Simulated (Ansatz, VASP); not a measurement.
# Hf: VASP beside Ansatz, part 2 of 2

Wanted: the spread between two codes on one cell, functional and k mesh. The cell is taken from a series of runs on this material, whose earlier steps may have relaxed, scaled, displaced or heated it; both programs get it as it stands.

VASP 6.6.1 and Ansatz 0.2.0.

So far: The structure; VASP: single point, PBEsol.

### Step 3. Ansatz: single point, PBEsol

Level of this step: Ansatz beside VASP: Kohn-Sham DFT, plane waves, PBEsol (Ansatz).

Ansatz runs on its default PAW (the set named soft_2) files.

The same cell, functional, mesh and smearing now go to Ansatz, which takes its cutoff from its data sets.

input.yaml reads:

```yaml
crystal:
  lattice:
    - [3.1967, 0.0, 0.0]
    - [-1.59835, 2.7684234083, 0.0]
    - [0.0, 0.0, 26.6445]
  atoms:
    - { symbol: Hf, position: [0.3333333333, 0.6666666667, 0.7301593] }
    - { symbol: Hf, position: [0.6666666667, 0.3333333333, 0.6427731072] }
    - { symbol: Hf, position: [0.3333333333, 0.6666666667, 0.547456323] }
    - { symbol: Hf, position: [0.6666666667, 0.3333333333, 0.452543677] }
    - { symbol: Hf, position: [0.3333333333, 0.6666666667, 0.3572268928] }
    - { symbol: Hf, position: [0.6666666667, 0.3333333333, 0.2698407] }
kpoints:
  mp_grid: { grid: [12, 12, 1] }
scf:
  occupations: { method: fermi_dirac, width: 0.05 }
  n_extra_bands: 9
hamiltonian:
  xc: pbesol
  pseudopotentials: { kind: paw }
output:
  forces: true
  write_potential: true
  volumetric_format: []
  efg: { contact_densities: true }
  dos:
    projected: true
    de: 0.05
    e_range: [-30, 12]
    method: { smearing: { sigma: 0.15, scheme: gaussian } }
  eigenstates:
    kpoints:
      - [0.33333333, 0.33333333, 0.0]
      - [0.31666667, 0.31666667, 0.0]
      - [0.3, 0.3, 0.0]
      - [0.28333333, 0.28333333, 0.0]
      - [0.26666667, 0.26666667, 0.0]
      - [0.25, 0.25, 0.0]
      - [0.23333333, 0.23333333, 0.0]
      - [0.21666667, 0.21666667, 0.0]
      - [0.2, 0.2, 0.0]
      - [0.18333333, 0.18333333, 0.0]
      - [0.16666667, 0.16666667, 0.0]
      - [0.15, 0.15, 0.0]
      - [0.13333333, 0.13333333, 0.0]
      - [0.11666667, 0.11666667, 0.0]
      - [0.1, 0.1, 0.0]
      - [0.08333333, 0.08333333, 0.0]
      - [0.06666667, 0.06666667, 0.0]
      - [0.05, 0.05, 0.0]
      - [0.03333333, 0.03333333, 0.0]
      - [0.01666667, 0.01666667, 0.0]
      - [0.0, 0.0, 0.0]
      - [0.02777778, 0.0, 0.0]
      - [0.05555556, 0.0, 0.0]
      - [0.08333333, 0.0, 0.0]
      - [0.11111111, 0.0, 0.0]
      - [0.13888889, 0.0, 0.0]
      - [0.16666667, 0.0, 0.0]
      - [0.19444444, 0.0, 0.0]
      - [0.22222222, 0.0, 0.0]
      - [0.25, 0.0, 0.0]
      - [0.27777778, 0.0, 0.0]
      - [0.30555556, 0.0, 0.0]
      - [0.33333333, 0.0, 0.0]
      - [0.36111111, 0.0, 0.0]
      - [0.38888889, 0.0, 0.0]
      - [0.41666667, 0.0, 0.0]
      - [0.44444444, 0.0, 0.0]
      - [0.47222222, 0.0, 0.0]
      - [0.5, 0.0, 0.0]
      - [0.48333333, 0.03333333, 0.0]
      - [0.46666667, 0.06666667, 0.0]
      - [0.45, 0.1, 0.0]
      - [0.43333333, 0.13333333, 0.0]
      - [0.41666667, 0.16666667, 0.0]
      - [0.4, 0.2, 0.0]
      - [0.38333333, 0.23333333, 0.0]
      - [0.36666667, 0.26666667, 0.0]
      - [0.35, 0.3, 0.0]
    e_range: [-8.0, 4.0]
    unfold:
      supercell_matrix: [[1, 0, 0], [0, 1, 0], [0, 0, 1]]
      layers:
        axis: 3
        edges: [0.119716, 0.404885, 0.404985, 0.595015, 0.595115, 0.880283]
```

On the command line:

```
ansatz run input.yaml --threads 4 --pin off --max-ram 12288MiB --backend cpu --events-out ev --progress --plain --runs-dir out
```

Numbers of over 12 decimals in the logs are rounded to 6 here.

Output:

```text
scf.n_extra_bands = 9 over 78 filled bands (N_el = 156.0): the run solves 87 bands
Hf: output.efg is read without spin–orbit coupling, which moves field gradients at and beside such atoms by some per cent and up to a factor of two; PAW files take it under magnetization.noncollinear and magnetization.spin_orbit
Engine: ansatz 0.2.0, aarch64-unknown-linux-gnu
Pseudopotentials: kind: paw
Pseudopotential: Hf, paw, valence charge 26, recommended cutoff 420 eV (normal), Hf.paw.azcp
Functional definition: PBEsol
  exchange = pbesol_x
  correlation = pbesol_c
Crystal: 6 atoms, lattice volume = 235.799 Å³
Basis set: ecut = 420 eV, 4661 PW (Γ), exchange–correlation on 48×48×360 points (8 copies of the dense FFT grid, shifted against one another)
Bands: 87, of which v1, the nominal top of the filled ones, is band 78 counted from 1 (77 counted from 0)
Symmetry: 12 space group operations
Space group: P-3m1 (ITA 164), of the structure as read, at distance tolerance 6.2e-5 Å
k-points: 19 of 144
Non-local potential: Hf, projectors of the file, l = 0: 3, l = 1: 2, l = 2: 2, l = 3: 3
PAW form: soft (Blöchl's): semilocal exchange-correlation on the pseudo side does not see the compensation charge
PAW frozen core: Hf, regenerated for the run's functional, and the local potential with it (the file was generated under x = pbe(κ = 0.804, μ = 0.219515), c = pbe(β = 0.066725))
PAW one-centre angular grid: Hf, 590 points (default); XC on 64 Gauss nodes
Initial density: superposition of atomic densities (neutral atoms: chi_scale 0, normalization atom), corrected by the library's trained network
Initial wavefunctions: pseudopotential atomic-orbital guess
Functional: x = pbesol(κ = 0.804, μ = 0.123457), c = pbesol(β = 0.046)
SCF iter   1: F=—  HF=-93586.270314 eV  |F-HF|=—  |Δ(HF+E_count)|=         —  Δρ=1.09e-2  dr2=1.32e1  ethr=1.77e-3  ⟨swp⟩=5.5  Hψ=5186  notcnv=0
preconditioner: auto → LDOS  [metal: Δε(μ)=0.074 eV  Ē_g=15.888 eV  σ=0.050 eV  W_gap=0.35  n_scr=74 (ndim 8)  ℏωp=29.0 eV  f_vac=0.409  D(μ)=7.71/eV (n_scr^D=62)  β→1.0]
SCF iter   2: F=—  HF=-93586.068910 eV  |F-HF|=—  |Δ(HF+E_count)|=   2.01e-1  Δρ=3.97e-3  dr2=2.15e-1  ethr=1.77e-3  ⟨swp⟩=2.0  Hψ=2113  notcnv=0
SCF iter   3: F=—  HF=-93586.058772 eV  |F-HF|=—  |Δ(HF+E_count)|=   1.01e-2  Δρ=2.46e-3  dr2=5.57e-2  ethr=1.38e-4  ⟨swp⟩=3.1  Hψ=3257  notcnv=0
SCF iter   4: F=—  HF=-93586.051412 eV  |F-HF|=—  |Δ(HF+E_count)|=   7.36e-3  Δρ=4.39e-4  dr2=1.72e-3  ethr=3.57e-5  ⟨swp⟩=2.1  Hψ=3209  notcnv=0
SCF iter   5: F=—  HF=-93586.051377 eV  |F-HF|=—  |Δ(HF+E_count)|=   3.52e-5  Δρ=2.03e-4  dr2=1.59e-4  ethr=1.10e-6  ⟨swp⟩=2.1  Hψ=2700  notcnv=0
SCF iter   6: F=—  HF=-93586.051383 eV  |F-HF|=—  |Δ(HF+E_count)|=   5.94e-6  Δρ=8.43e-5  dr2=2.99e-5  ethr=1.02e-7  ⟨swp⟩=2.1  Hψ=2721  notcnv=0
SCF iter   7: F=—  HF=-93586.051221 eV  |F-HF|=—  |Δ(HF+E_count)|=   1.62e-4  Δρ=2.96e-5  dr2=3.50e-6  ethr=1.92e-8  ⟨swp⟩=2.9  Hψ=3366  notcnv=0
SCF iter   8: F=—  HF=-93586.051226 eV  |F-HF|=—  |Δ(HF+E_count)|=   4.88e-6  Δρ=1.02e-5  dr2=1.35e-6  ethr=2.24e-9  ⟨swp⟩=2.2  Hψ=2875  notcnv=0
SCF iter   9: F=-93586.051226 eV  HF=-93586.051226 eV  |F-HF|=2.41e-8  |Δ(HF+E_count)|=   4.60e-7  Δρ=3.70e-6  dr2=6.13e-8  ethr=6.41e-11  ⟨swp⟩=11.6  Hψ=17637  notcnv=0
SCF 1 converged in 9 iterations: F = -93586.051226 eV  dr2 = 6.13e-8
  greatest PAW one-centre occupation: 0.998 electrons in one spin orbital (limit 2), on the Hf atom at site 5 (counted from 0), in its partial waves of l = 3
NSCF: frozen V_eff on 48 k-points
WARN: The output density's exchange-correlation potential varies sharply where the density is thin. Do not read a vacuum level from v_tot or v_xc, or from such a field of the output density. On a cell that repeats whose density bears no net charge and no dipole along the vacuum's axis use v_es (v_loc + v_h of the components); under efield.dipole_correction with no amplitude use v_es + v_field, which holds any externa [...]
SCF converged after 9 iterations
Free energy (F): -93586.051226 eV
Harris-Foulkes:  -93586.051226 eV  (|F-HF|=2.41e-8)
Internal energy: -93585.995428 eV  (E = F + TS)
E sigma→0 (E₀):  -93586.023327 eV
Entropy (-TS):   -0.055799 eV (-9.300 meV/atom)
Fermi energy:    9.404537 eV
--- Per-component energies (eV) ---
  E_band       = -1410.302929
  E_kinetic    = 2548.098751
  E_local      = -252304.383980  (includes V_loc(G=0)·N_el)
  E_nonlocal   = -7431.991419
  E_hartree    = 124430.222948
  E_xc         = -1785.214548
  E_vxc        = -1593.926620  (∫ρ·V_xc dr)
  E_paw        = -40844.620106  (= ΣΔE_a)
  E_vpaw       = 8511.513251  (= ΣTr[D̂ρ^β])
  E_aug_tail   = -0.000008  (compensation charges beyond the density's cutoff)
  E_ewald      = 81794.386385
  E_core_change = 7.506549  (= ΣΔE_core)
  E_smearing   = -0.055799  (= −TS)
  E_closure    = -0.000000  (closes the sum)
  Σ components = -93586.051226   (vs F -93586.051226, Δ=0.00e0)
--- Forces (eV/Å), atoms counted from 1 ---
  atom   1  Hf    -0.00000000    -0.00000000     0.00930501
  atom   2  Hf    -0.00000000     0.00000000    -0.00776129
  atom   3  Hf     0.00000000    -0.00000000    -0.31038090
  atom   4  Hf     0.00000000     0.00000000     0.31038090
  atom   5  Hf    -0.00000000    -0.00000000     0.00776129
  atom   6  Hf    -0.00000000     0.00000000    -0.00930501
  max |Σ_I F_I| component: 1.11e-16 eV/Å
--- PAW observables at the nuclei: V_zz in 10²¹ V/m², potentials from the cell's mean, atoms counted from 1 ---
  atom   1  Hf V_zz =   +13.824611   η = 0.0000   by run symmetry: allowed
            electrostatic potential = -14172.817322 V   contact ρ = 7519191.942599 e/Å³
  atom   2  Hf V_zz =   +10.724218   η = 0.0000   by run symmetry: allowed
            electrostatic potential = -14173.253076 V   contact ρ = 7519158.467132 e/Å³
  atom   3  Hf V_zz =   +12.953621   η = 0.0000   by run symmetry: allowed
            electrostatic potential = -14173.043816 V   contact ρ = 7519152.026625 e/Å³
  atom   4  Hf V_zz =   +12.953621   η = 0.0000   by run symmetry: allowed
            electrostatic potential = -14173.043816 V   contact ρ = 7519152.026625 e/Å³
  atom   5  Hf V_zz =   +10.724218   η = 0.0000   by run symmetry: allowed
            electrostatic potential = -14173.253076 V   contact ρ = 7519158.467132 e/Å³
  atom   6  Hf V_zz =   +13.824611   η = 0.0000   by run symmetry: allowed
            electrostatic potential = -14172.817322 V   contact ρ = 7519191.942599 e/Å³
--- Band table (eV; the first three rows and the last of 19) ---
  k-point 0: bands = [... 74 lower, 9.8520, 9.8568, 10.3195, 10.3589, 10.3589, 10.3619, 10.3619, 10.4854, ... 5 higher]
  k-point 1: bands = [... 74 lower, 9.6152, 9.7368, 9.9231, 10.1451, 10.1629, 10.4439, 10.4945, 10.5317, ... 5 higher]
  k-point 2: bands = [... 74 lower, 9.1052, 9.2455, 9.5181, 9.6324, 9.6860, 10.1359, 10.4000, 10.6342, ... 5 higher]
  k-point 18: bands = [... 74 lower, 8.0334, 8.2669, 8.2669, 9.3505, 9.3505, 9.5686, 9.5686, 9.6058, ... 5 higher]
```

### Step 4. Side by side

Known differences besides the potentials themselves: the data sets hold 156 valence electrons in Ansatz (on its default PAW (the set named soft_2) files) and 60 in VASP; the cutoff is 420 eV in Ansatz and 400 eV in VASP; Ansatz makes its cores anew for this functional, VASP keeps those of its PBE data sets. Total energies have different zeros and are not compared.

Forces (eV/Å; atoms numbered as in POSCAR):

| atom | Ansatz x, y, z | VASP x, y, z |
| --- | --- | --- |
| Hf1 | 0.000, 0.000, 0.009 | 0.000, 0.000, -0.033 |
| Hf2 | 0.000, 0.000, -0.008 | 0.000, 0.000, 0.015 |
| Hf3 | 0.000, 0.000, -0.310 | 0.000, 0.000, -0.314 |
| Hf4 | 0.000, 0.000, 0.310 | 0.000, 0.000, 0.314 |
| Hf5 | 0.000, 0.000, 0.008 | 0.000, 0.000, -0.015 |
| Hf6 | 0.000, 0.000, -0.009 | 0.000, 0.000, 0.033 |

The forces differ by 16 meV/Å r.m.s., which is 15.1 % of the r.m.s. force of 0.105 eV/Å (both taken over all components). With vacuum in the cell, a pressure given here is an average over mostly empty space and none of the material.

### Step 5. Summary of results

```
r.m.s. force difference (single point, PBEsol) : 16 meV/Å
```

**Reading.** The r.m.s. force difference is 16 meV/Å (single point, PBEsol), beyond the 12 meV/Å picked in this series as the mark of a large difference. The data sets hold unlike numbers of valence electrons (156 in Ansatz and 60 in VASP), so part of the differences comes from the potentials. What causes the difference of the single point, PBEsol pair stays open here. How closely two codes agree says nothing of how well the functional describes the real material.

[Lines on the potential files, build, host, timing and source positions are cut from VASP's logs without a mark.]

[Logs are printed without paths, hosts, clocks, repeated set-up lines and the standing remarks that a program may print on its own settings, such as how far it seeks lower states.]

[Hosts, paths, dates, database ids (printed as entryN), source tags and the programs' standing remarks are cut or masked in the printed files.]
